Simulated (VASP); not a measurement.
# Lattice of MnO2 (Pyrolusite), functional by functional, part 2 of 3

How much does the relaxed cell of MnO2 (Pyrolusite) depend on the functional? The starting structure is a measured crystal structure from the Crystallography Open Database. The first relaxation on each setting starts from this cell expanded by 3 % in volume.

VASP 6.6.1.

Results so far: PBEsol 9.04 Å³ an atom; LDA 8.71 Å³ an atom.

## (4) Relaxation with PBE

Level of this step: PBE, spin-polarised from an antiferromagnetic start; plane waves and PAW (Mn_pv, O) (VASP).

PBE, the usual starting point, adds the gradient of the density.

The input, INCAR:

```
SYSTEM = MnO2
PREC = Accurate
ENCUT = 520
EDIFF = 1E-06
NELM = 100
ISMEAR = 0
SIGMA = 0.05
LREAL = .FALSE.
ALGO = Normal
GGA = PE
NBANDS = 34
ISPIN = 2
MAGMOM = 4 -4 0 0 0 0
LASPH = .TRUE.
LMAXMIX = 4
LORBIT = 11
LWAVE = .FALSE.
LCHARG = .FALSE.
KPAR = 8
IBRION = 2
NSW = 50
ISIF = 3
EDIFFG = -0.006
```

The input, POSCAR:

```
MnO2
1.0
    4.4418503570      0.0000000000      0.0000000000
    0.0000000000      4.4418503570      0.0000000000
    0.0000000000      0.0000000000      2.9014473946
Mn O
2 4
Direct
    0.5000000000      0.5000000000      0.5000000000
    0.0000000000      0.0000000000      0.0000000000
    0.8051500000      0.1948500000      0.5000000000
    0.6948500000      0.6948500000      0.0000000000
    0.1948500000      0.8051500000      0.5000000000
    0.3051500000      0.3051500000      0.0000000000
```

The input, KPOINTS:

```
Automatic mesh
0
Gamma
6 6 10
0 0 0
```

Potentials, in the order of the species: Mn_pv and O (PBE family, release 64).

Started as:

```console
$ mpirun -np 8 vasp_std
```

Output:

```text
[banner, memory and clock lines left out]
running    8 mpi-ranks, on    1 nodes
[...]
[... a notice as in an earlier step ...]

 LDA part: xc-table for (Slater+PW92), standard interpolation
 POSCAR, INCAR and KPOINTS ok, starting setup
[...]
entering main loop
       N       E                     dE             d eps       ncg     rms          rms(c)
DAV:   1     0.630813002852E+03    0.63081E+03   -0.28000E+04  8336   0.177E+03
DAV:   2    -0.309933708367E+01   -0.63391E+03   -0.58027E+03  8888   0.512E+02
DAV:   3    -0.628065430173E+02   -0.59707E+02   -0.58522E+02  8618   0.169E+02
DAV:   4    -0.640868323276E+02   -0.12803E+01   -0.12753E+01  8874   0.254E+01
[...]
DAV:  15    -0.479124968193E+02   -0.23268E-05   -0.11386E-04  8590   0.129E-01    0.258E-02
DAV:  16    -0.479124981231E+02   -0.13038E-05   -0.24489E-05  8512   0.375E-02    0.192E-02
DAV:  17    -0.479124976661E+02    0.45700E-06   -0.16223E-06  6398   0.190E-02
   1 F= -.47912498E+02 E0= -.47911746E+02  d E =-.479125E+02  mag=     0.0000
[... from here on, the cycles between the ionic steps are left out ...]
   2 F= -.47912400E+02 E0= -.47911573E+02  d E =0.971923E-04  mag=    -0.0000
   3 F= -.47921768E+02 E0= -.47920965E+02  d E =-.926987E-02  mag=    -0.0000
   4 F= -.47921768E+02 E0= -.47920964E+02  d E =-.927023E-02  mag=    -0.0000
   5 F= -.47922849E+02 E0= -.47922035E+02  d E =-.108111E-02  mag=    -0.0000
   6 F= -.47922866E+02 E0= -.47922050E+02  d E =-.109792E-02  mag=     0.0000
   7 F= -.47922957E+02 E0= -.47922139E+02  d E =-.910238E-04  mag=     0.0000
 trial-energy change:   -0.000091  1 .order   -0.000098   -0.000175   -0.000021
 step:   1.1108(harm=  1.0518)  dis= 0.00016  next Energy=   -47.922959 (dE=-0.930E-04)
 reached required accuracy - stopping structural energy minimisation
```

Wall time 84 s (8 MPI ranks of Intel Xeon 6975P-C (Granite Rapids), shared host); peak memory 2.7 GiB.

OUTCAR, selected parts (step 4):

```text
  Total        0.0056974      0.0056974     -0.0189148      0.0000000      0.0000000      0.0000000
  in kB        0.1617990      0.1617990     -0.5371552      0.0000000      0.0000000      0.0000000
  external PRESSURE =      -0.0711857 kB  Pullay stress =       0.0000000 kB

 POSITION                                       TOTAL-FORCE (eV/Angst)
 -----------------------------------------------------------------------------------
      2.21489      2.21489      1.43754        -0.000000      0.000000      0.000000
      4.42977      0.00000      0.00000         0.000000      0.000000      0.000000
      3.56277      0.86700      1.43754         0.000892     -0.000892     -0.000000
      3.08188      3.08188      0.00000        -0.000892     -0.000892     -0.000000
      0.86700      3.56277      1.43754        -0.000892      0.000892      0.000000
      1.34789      1.34789      2.87508         0.000892      0.000892      0.000000
 -----------------------------------------------------------------------------------
    total drift:                                0.000000      0.000000     -0.000000

  FREE ENERGIE OF THE ION-ELECTRON SYSTEM (eV)
  ---------------------------------------------------
  free  energy   TOTEN  =       -47.9229568357 eV

  energy  without entropy=      -47.9213211675  energy(sigma->0) =      -47.92213900

 magnetization (x)
# of ion       s       p       d       tot
------------------------------------------
    1        0.013   0.021   2.488   2.521
    2       -0.013  -0.021  -2.488  -2.521
    3       -0.001  -0.048   0.000  -0.049
    4        0.001   0.048   0.000   0.049
    5       -0.001  -0.048   0.000  -0.049
    6        0.001   0.048   0.000   0.049
--------------------------------------------------
tot          0.000   0.000   0.000   0.000

[... 2 parts as in an earlier step ...]

[... 2 further parts left out ...]
[key lines of the parts left out:]
E-fermi :   5.1618
```

With PBE the relaxed cell holds 9.403 Å³ an atom, +1.51 % against the measured cell, with a = 4.430 Å and c = 2.875 Å. That is +4.04 % from PBEsol.

## (5) Relaxation with PBEsol + D3(BJ)

D3 with Becke-Johnson damping keeps a finite attraction at short range. This run starts from the cell of an earlier relaxation, which isn't shown; the restart sets up the plane waves anew.

Edit INCAR of step 4 so:

```diff
@@ -9,3 +9,4 @@
 ALGO = Normal
-GGA = PE
+GGA = PS
+IVDW = 12
 NBANDS = 34
```

The input, POSCAR:

```
MnO2
1.0
    4.3612884500      0.0000000000      0.0000000000
    0.0000000000      4.3612884500      0.0000000000
    0.0000000000      0.0000000000      2.8245065032
Mn O
2 4
Direct
    0.5000000000      0.5000000000      0.5000000000
    0.0000000000      0.0000000000      0.0000000000
    0.8031397195      0.1968602805      0.5000000000
    0.6968602805      0.6968602805      0.0000000000
    0.1968602805      0.8031397195      0.5000000000
    0.3031397195      0.3031397195      0.0000000000
```

KPOINTS is that of step 4.

Started as:

```console
$ mpirun -np 8 vasp_std
```

Output:

```text
[banner, memory and clock lines left out]
running    8 mpi-ranks, on    1 nodes
[...]
[... a notice as in an earlier step ...]

 [... a notice as in an earlier step ...]

 LDA part: xc-table for (Slater+PW92), standard interpolation
 POSCAR, INCAR and KPOINTS ok, starting setup
[...]
entering main loop
       N       E                     dE             d eps       ncg     rms          rms(c)
DAV:   1     0.634133183800E+03    0.63413E+03   -0.27804E+04  8352   0.180E+03
DAV:   2    -0.395310057605E+01   -0.63809E+03   -0.58535E+03  8824   0.519E+02
DAV:   3    -0.643490903888E+02   -0.60396E+02   -0.59093E+02  8580   0.171E+02
DAV:   4    -0.656590942535E+02   -0.13100E+01   -0.13051E+01  8892   0.257E+01
[...]
DAV:  15    -0.506036244652E+02    0.90183E-05   -0.90289E-05  8582   0.153E-01    0.346E-02
DAV:  16    -0.506036219693E+02    0.24959E-05   -0.30297E-05  8474   0.701E-02    0.109E-02
DAV:  17    -0.506036220567E+02   -0.87346E-07   -0.11027E-06  5390   0.142E-02
   1 F= -.51395350E+02 E0= -.51394779E+02  d E =-.513954E+02  mag=     0.0000
[...]
reached required accuracy - stopping structural energy minimisation
```

It took 17 s on 8 MPI ranks; peak memory 2.5 GiB; 2.2 min of CPU time.

From OUTCAR (step 5):

```text
 Edisp (eV)   -0.79173

  Total      -0.03345    -0.03345     0.00165     0.00000     0.00000     0.00000
  in kB      -0.99749    -0.99749     0.04908     0.00000     0.00000     0.00000
  external pressure =       -0.65 kB  Pullay stress =        0.00 kB

 POSITION                                       TOTAL-FORCE (eV/Angst)
 -----------------------------------------------------------------------------------
      2.18064      2.18064      1.41225         0.000000      0.000000      0.000000
      0.00000      0.00000      0.00000         0.000000      0.000000      0.000000
      3.50272      0.85856      1.41225        -0.003062      0.003062     -0.000000
      3.03921      3.03921      0.00000         0.003062      0.003062     -0.000000
      0.85856      3.50272      1.41225         0.003062     -0.003062      0.000000
      1.32208      1.32208      0.00000        -0.003062     -0.003062      0.000000
 -----------------------------------------------------------------------------------
    total drift:                                0.000000     -0.000000     -0.000000

  FREE ENERGIE OF THE ION-ELECTRON SYSTEM (eV)
  ---------------------------------------------------
  free  energy   TOTEN  =       -51.3953503609 eV

  energy  without entropy=      -51.3942084748  energy(sigma->0) =      -51.39477942

 magnetization (x)
# of ion       s       p       d       tot
------------------------------------------
    1        0.012   0.020   2.379   2.411
    2       -0.012  -0.020  -2.379  -2.411
    3       -0.001  -0.046   0.000  -0.047
    4        0.001   0.046   0.000   0.047
    5       -0.001  -0.046   0.000  -0.047
    6        0.001   0.046   0.000   0.047
--------------------------------------------------
tot          0.000   0.000   0.000   0.000

[... 2 parts as in an earlier step ...]

[... 2 further parts left out ...]
[key lines of the parts left out:]
E-fermi :   5.7156
```

With PBEsol + D3(BJ) the relaxed cell holds 8.954 Å³ an atom, -3.34 % against the measured cell, with a = 4.361 Å and c = 2.825 Å. That is -0.92 % from PBEsol.

## (6) Relaxation with r2SCAN

r2SCAN adds the kinetic-energy density, costs more than a GGA and is run with LASPH. This run starts from the cell of an earlier relaxation, which isn't shown; the restart sets up the plane waves anew.

Edit INCAR of step 5 so:

```diff
@@ -9,4 +9,4 @@
 ALGO = Normal
-GGA = PS
-IVDW = 12
+METAGGA = R2SCAN
+LASPH = .TRUE.
 NBANDS = 34
@@ -14,3 +14,2 @@
 MAGMOM = 4 -4 0 0 0 0
-LASPH = .TRUE.
 LMAXMIX = 4
```

The input, POSCAR:

```
MnO2
1.0
    4.3874138434      0.0000000000      0.0000000000
    0.0000000000      4.3874138434      0.0000000000
    0.0000000000      0.0000000000      2.8658804265
Mn O
2 4
Direct
    0.5000000000      0.5000000000      0.5000000000
    0.0000000000      0.0000000000      0.0000000000
    0.8047337098      0.1952662902      0.5000000000
    0.6952662902      0.6952662902      0.0000000000
    0.1952662902      0.8047337098      0.5000000000
    0.3047337098      0.3047337098      0.0000000000
```

KPOINTS is that of step 5.

Started as:

```console
$ mpirun -np 8 vasp_std
```

Output:

```text
[banner, memory and clock lines left out]
running    8 mpi-ranks, on    1 nodes
[...]
[... a notice as in an earlier step ...]

 [... a notice as in an earlier step ...]

 LDA part: xc-table for (None), standard interpolation
 POSCAR, INCAR and KPOINTS ok, starting setup
[...]
entering main loop
       N       E                     dE             d eps       ncg     rms          rms(c)
DAV:   1     0.627619130041E+03    0.62762E+03   -0.28300E+04  8344   0.182E+03
DAV:   2    -0.308045878630E+02   -0.65842E+03   -0.60694E+03  8762   0.532E+02
DAV:   3    -0.930278052569E+02   -0.62223E+02   -0.60908E+02  8686   0.175E+02
DAV:   4    -0.944544668788E+02   -0.14267E+01   -0.14212E+01  9174   0.266E+01
[...]
DAV:  16    -0.655099834226E+02   -0.84078E-05   -0.12536E-05  8638   0.251E-02    0.982E-03
DAV:  17    -0.655099762385E+02    0.71841E-05   -0.16936E-06  6420   0.168E-02    0.458E-03
DAV:  18    -0.655099753881E+02    0.85044E-06   -0.27614E-07  4288   0.710E-03
   1 F= -.65509975E+02 E0= -.65509975E+02  d E =-.655100E+02  mag=    -0.0000
[...]
reached required accuracy - stopping structural energy minimisation
```

Elapsed: 67 s, on 8 MPI ranks; peak memory 2.6 GiB; 8.8 min of CPU time.

OUTCAR, selected parts (step 6):

```text
  Total        0.0086372      0.0086372      0.0307777     -0.0000000      0.0000000      0.0000000
  in kB        0.2508471      0.2508471      0.8938626     -0.0000000      0.0000000      0.0000000
  external PRESSURE =       0.4651856 kB  Pullay stress =       0.0000000 kB

 POSITION                                       TOTAL-FORCE (eV/Angst)
 -----------------------------------------------------------------------------------
      2.19371      2.19371      1.43294        -0.000000      0.000000      0.000000
      0.00000      0.00000      0.00000        -0.000000      0.000000      0.000000
      3.53070      0.85671      1.43294        -0.002834      0.002834      0.000000
      3.05042      3.05042      0.00000         0.002834      0.002834      0.000000
      0.85671      3.53070      1.43294         0.002834     -0.002834     -0.000000
      1.33699      1.33699      0.00000        -0.002834     -0.002834     -0.000000
 -----------------------------------------------------------------------------------
    total drift:                                0.000000      0.000000      0.000000

  FREE ENERGIE OF THE ION-ELECTRON SYSTEM (eV)
  ---------------------------------------------------
  free  energy   TOTEN  =       -65.5099753881 eV

  energy  without entropy=      -65.5099753837  energy(sigma->0) =      -65.50997539

 magnetization (x)
# of ion       s       p       d       tot
------------------------------------------
    1        0.011   0.022   2.671   2.704
    2       -0.011  -0.022  -2.671  -2.704
    3       -0.002  -0.042   0.000  -0.044
    4        0.002   0.042   0.000   0.044
    5       -0.002  -0.042   0.000  -0.044
    6        0.002   0.042   0.000   0.044
--------------------------------------------------
tot          0.000   0.000   0.000   0.000

[... 2 parts as in an earlier step ...]

[... 2 further parts left out ...]
[key lines of the parts left out:]
E-fermi :   5.1006
```

With r2SCAN the relaxed cell holds 9.194 Å³ an atom, -0.74 % against the measured cell, with a = 4.387 Å and c = 2.866 Å. That is +1.73 % from PBEsol.

## (7) Relaxation with PBEsol+U (Mn d 3.9 eV)

The U is chosen by hand, not computed for this crystal, and pushes the named shell towards whole occupations. This run starts from the cell of an earlier relaxation, which isn't shown; the restart sets up the plane waves anew.

Edit INCAR of step 6 so:

```diff
@@ -9,4 +9,3 @@
 ALGO = Normal
-METAGGA = R2SCAN
-LASPH = .TRUE.
+GGA = PS
 NBANDS = 34
@@ -14,2 +13,9 @@
 MAGMOM = 4 -4 0 0 0 0
+LDAU = .TRUE.
+LDAUTYPE = 2
+LDAUL = 2 -1
+LDAUU = 3.9 0
+LDAUJ = 0 0
+LDAUPRINT = 1
+LASPH = .TRUE.
 LMAXMIX = 4
```

The input, POSCAR:

```
MnO2
1.0
    4.3897341149      0.0000000000      0.0000000000
    0.0000000000      4.3897341149      0.0000000000
    0.0000000000      0.0000000000      2.8964161969
Mn O
2 4
Direct
    0.5000000000      0.5000000000      0.5000000000
    0.0000000000      0.0000000000      0.0000000000
    0.8054237260      0.1945762740      0.5000000000
    0.6945762740      0.6945762740      0.0000000000
    0.1945762740      0.8054237260      0.5000000000
    0.3054237260      0.3054237260      0.0000000000
```

KPOINTS is that of step 6.

Started as:

```console
$ mpirun -np 8 vasp_std
```

Output:

```text
[... set-up lines as in an earlier step ...]
 entering main loop
       N       E                     dE             d eps       ncg     rms          rms(c)
DAV:   1     0.638550937722E+03    0.63855E+03   -0.27815E+04  8352   0.177E+03
DAV:   2     0.428295294013E+01   -0.63427E+03   -0.58316E+03  8760   0.515E+02
DAV:   3    -0.570250859574E+02   -0.61308E+02   -0.59971E+02  8552   0.171E+02
DAV:   4    -0.583846268386E+02   -0.13595E+01   -0.13547E+01  9012   0.262E+01
[...]
DAV:  14    -0.449333224309E+02   -0.54366E-05   -0.12405E-04  8578   0.828E-02    0.402E-02
DAV:  15    -0.449333278293E+02   -0.53985E-05   -0.19371E-05  8554   0.504E-02    0.110E-02
DAV:  16    -0.449333280075E+02   -0.17817E-06   -0.33378E-06  7368   0.176E-02
   1 F= -.44933328E+02 E0= -.44933328E+02  d E =-.449333E+02  mag=     0.0000
[...]
reached required accuracy - stopping structural energy minimisation
```

Elapsed: 18 s, on 8 MPI ranks; peak memory 2.5 GiB.

Parts of OUTCAR (step 7):

```text
  Total       -0.0272930     -0.0272930     -0.0098093      0.0000000      0.0000000      0.0000000
  in kB       -0.7834734     -0.7834734     -0.2815870      0.0000000      0.0000000      0.0000000
  external PRESSURE =      -0.6161779 kB  Pullay stress =       0.0000000 kB

 POSITION                                       TOTAL-FORCE (eV/Angst)
 -----------------------------------------------------------------------------------
      2.19487      2.19487      1.44821        -0.000000      0.000000      0.000000
      0.00000      0.00000      0.00000        -0.000000      0.000000      0.000000
      3.53560      0.85414      1.44821        -0.001354      0.001354      0.000000
      3.04901      3.04901      0.00000         0.001354      0.001354      0.000000
      0.85414      3.53560      1.44821         0.001354     -0.001354      0.000000
      1.34073      1.34073      0.00000        -0.001354     -0.001354      0.000000
 -----------------------------------------------------------------------------------
    total drift:                                0.000000      0.000000      0.000000

  FREE ENERGIE OF THE ION-ELECTRON SYSTEM (eV)
  ---------------------------------------------------
  free  energy   TOTEN  =       -44.9333280075 eV

  energy  without entropy=      -44.9333279389  energy(sigma->0) =      -44.93332797

 magnetization (x)
# of ion       s       p       d       tot
------------------------------------------
    1        0.015   0.028   2.893   2.936
    2       -0.015  -0.028  -2.893  -2.936
    3       -0.000  -0.009   0.000  -0.009
    4        0.000   0.009   0.000   0.009
    5       -0.000  -0.009   0.000  -0.009
    6        0.000   0.009   0.000   0.009
--------------------------------------------------
tot          0.000   0.000   0.000   0.000

[... 2 parts as in an earlier step ...]

[... 2 further parts left out ...]
[key lines of the parts left out:]
E-fermi :   5.0916
```

With PBEsol+U (Mn d 3.9 eV) the relaxed cell holds 9.302 Å³ an atom, +0.42 % against the measured cell, with a = 4.390 Å and c = 2.896 Å. That is +2.93 % from PBEsol.

[end of part 2 of 3]

[Lines on the potential files, build, host, timing and source positions are cut from VASP's logs without a mark.]

[Logs are printed without paths, hosts, clocks, repeated set-up lines and the standing remarks that a program may print on its own settings, such as how far it seeks lower states.]

[Hosts, paths, dates, database ids (printed as entryN), source tags and the programs' standing remarks are cut or masked in the printed files.]
